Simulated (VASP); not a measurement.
All values below come from PBE GGA, VASP's PBE PAW potentials (set 64) (plane waves; VASP).

A VASP calculation is set up with these files.

### POSCAR
```
GaSb
1
    0.0000000000     3.1110000000     3.1110000000
    3.1110000000     0.0000000000     3.1110000000
    3.1110000000     3.1110000000     0.0000000000
Ga Sb
1 1
Direct
  0.0000000000   0.0000000000   0.0000000000
  0.2500000000   0.2500000000   0.2500000000
```

**KPOINTS**
```
Automatic mesh
0
Gamma
6 6 6
0 0 0
```

### INCAR
```
ALGO=Normal
EDIFF=1E-6
ENCUT=400
GGA=PE
ISIF=2
ISMEAR=0
LASPH=.TRUE.
LCHARG=.FALSE.
LMAXMIX=4
LREAL=.FALSE.
LWAVE=.FALSE.
NELM=100
PREC=Accurate
SIGMA=0.05
SYSTEM=GaSb
```

POTCAR, in this order: Ga_d Sb (PBE.64 set). Program: vasp_std.

Unless said otherwise, spin-orbit coupling is left out, though it shifts the bands of the heavy elements here.

Question: Predict the energy per atom (σ→0), band gap (on the k-mesh).

Answer: 
```yaml
energy per atom (σ→0): -3.671 eV/atom
band gap (on the k-mesh): none (metal, semimetal or under 0.01 eV)
```

OSZICAR:
```
...
DAV:   7    -0.734061388848E+01    0.10581E-01   -0.40944E-02   471   0.184E+00    0.347E-01
DAV:   8    -0.734161912736E+01   -0.10052E-02   -0.48832E-03   516   0.947E-01    0.700E-02
DAV:   9    -0.734212259410E+01   -0.50347E-03   -0.72148E-04   471   0.247E-01    0.334E-02
DAV:  10    -0.734218790848E+01   -0.65314E-04   -0.73562E-05   501   0.560E-02    0.102E-02
DAV:  11    -0.734220501311E+01   -0.17105E-04   -0.28851E-05   441   0.464E-02    0.387E-03
DAV:  12    -0.734220628555E+01   -0.12724E-05   -0.19037E-06   462   0.104E-02    0.138E-03
DAV:  13    -0.734220604107E+01    0.24447E-06   -0.79800E-08   233   0.249E-03
   1 F= -.73422060E+01 E0= -.73420275E+01  d E =-.357089E-03
```

The compound is GaSb in the zinc blende structure. The cell was not relaxed at this level.
